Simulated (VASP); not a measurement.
Level of theory: AM05 GGA, VASP's PBE PAW potentials (set 64) (plane waves; VASP 6.6.1).

VASP ran on this input.

### KPOINTS
```
Regular mesh
0
G
8 8 8
```

INCAR:
```
SYSTEM = AgCl
PREC = Accurate; ENCUT = 520; LREAL = .FALSE.
LASPH = .TRUE.
EDIFF = 1E-7; NELM = 100; ALGO = Normal
LMAXMIX = 4
ISMEAR = 0; SIGMA = 0.05
GGA = AM
ISIF = 2
LWAVE = .FALSE.; LCHARG = .FALSE.
```

POSCAR:
```
AgCl
1
    0.0000000000     2.7133931003     2.7133931003
    2.7133931003     0.0000000000     2.7133931003
    2.7133931003     2.7133931003     0.0000000000
Ag Cl
1 1
Direct
  0.0000000000   0.0000000000   0.0000000000
  0.5000000000   0.5000000000   0.5000000000
```

POTCAR, in this order: Ag Cl (PBE.64 set). Program: vasp_std.

Output of the run:

**OUTCAR**
```
 ion  position               nearest neighbor table
   1  0.000  0.000  0.000-   2 2.71   2 2.71   2 2.71   2 2.71   2 2.71   2 2.71
   2  0.500  0.500  0.500-   1 2.71   1 2.71   1 2.71   1 2.71   1 2.71   1 2.71
  LATTYP: Found a face centered cubic cell.
 ALAT       =     5.4267862006
 Subroutine PRICEL returns:
 Original cell was already a primitive cell.
 Subroutine GETGRP returns: Found 48 space group operations
The static configuration has the point symmetry O_h .
The dynamic configuration has the point symmetry O_h .
 Subroutine INISYM returns: Found 48 space group operations
 Subroutine IBZKPT returns following result:
 Found     29 irreducible k-points:

 Following reciprocal coordinates:
            Coordinates               Weight
  0.000000  0.000000  0.000000      1.000000
  0.125000  0.000000  0.000000      8.000000
  0.250000  0.000000  0.000000      8.000000
  0.375000  0.000000  0.000000      8.000000
  0.500000  0.000000  0.000000      4.000000
  0.125000  0.125000  0.000000      6.000000
  0.250000  0.125000  0.000000     24.000000
  0.375000  0.125000  0.000000     24.000000
  0.500000  0.125000  0.000000     24.000000
...
```

**OSZICAR**
```
       N       E                     dE             d eps       ncg     rms          rms(c)
DAV:   1     0.104990321248E+03    0.10499E+03   -0.89588E+03   762   0.127E+03
DAV:   2    -0.128887205748E+01   -0.10628E+03   -0.99832E+02   924   0.259E+02
DAV:   3    -0.563914576029E+01   -0.43503E+01   -0.43384E+01   859   0.562E+01
DAV:   4    -0.567518196813E+01   -0.36036E-01   -0.36029E-01   874   0.570E+00
DAV:   5    -0.567568649037E+01   -0.50452E-03   -0.50452E-03   874   0.674E-01    0.793E+00
DAV:   6    -0.552724202762E+01    0.14844E+00   -0.33233E-01   830   0.829E+00    0.514E+00
DAV:   7    -0.552507164074E+01    0.21704E-02   -0.82250E-02   774   0.230E+00    0.209E+00
DAV:   8    -0.552433354301E+01    0.73810E-03   -0.45804E-03   794   0.867E-01    0.321E-01
DAV:   9    -0.552439832978E+01   -0.64787E-04   -0.69252E-04   814   0.349E-01    0.422E-02
DAV:  10    -0.552443843888E+01   -0.40109E-04   -0.42530E-05   784   0.681E-02    0.186E-02
DAV:  11    -0.552445550510E+01   -0.17066E-04   -0.20223E-05   779   0.396E-02    0.351E-03
DAV:  12    -0.552445555022E+01   -0.45116E-07   -0.52645E-07   879   0.970E-03
   1 F= -.55244556E+01 E0= -.55244556E+01  d E =-.168617E-11
```

File OUTCAR:
```
------------------------ aborting loop because EDIFF is reached ----------------------------------------
  FORCE on cell =-STRESS in cart. coord.  units (eV):
  Direction    XX          YY          ZZ          XY          YZ          ZX
  --------------------------------------------------------------------------------------
  Total        0.4102812      0.4102812      0.4102812      0.0000000      0.0000000     -0.0000000
  in kB       16.4522047     16.4522047     16.4522047      0.0000000      0.0000000     -0.0000000
  external PRESSURE =      16.4522047 kB  Pullay stress =       0.0000000 kB
  volume of cell :       39.95
      direct lattice vectors                 reciprocal lattice vectors
     0.000000000  2.713393100  2.713393100    -0.184271125  0.184271125  0.184271125
     2.713393100  0.000000000  2.713393100     0.184271125 -0.184271125  0.184271125
     2.713393100  2.713393100  0.000000000     0.184271125  0.184271125 -0.184271125
  FREE ENERGIE OF THE ION-ELECTRON SYSTEM (eV)
  ---------------------------------------------------
  free  energy   TOTEN  =        -5.5244555502 eV

  energy  without entropy=       -5.5244555502  energy(sigma->0) =       -5.52445555
```
(Selected blocks of OUTCAR.)

The compound is AgCl in the rock salt structure. This cell is one point of a volume scan, at 0.97 of the reference volume.
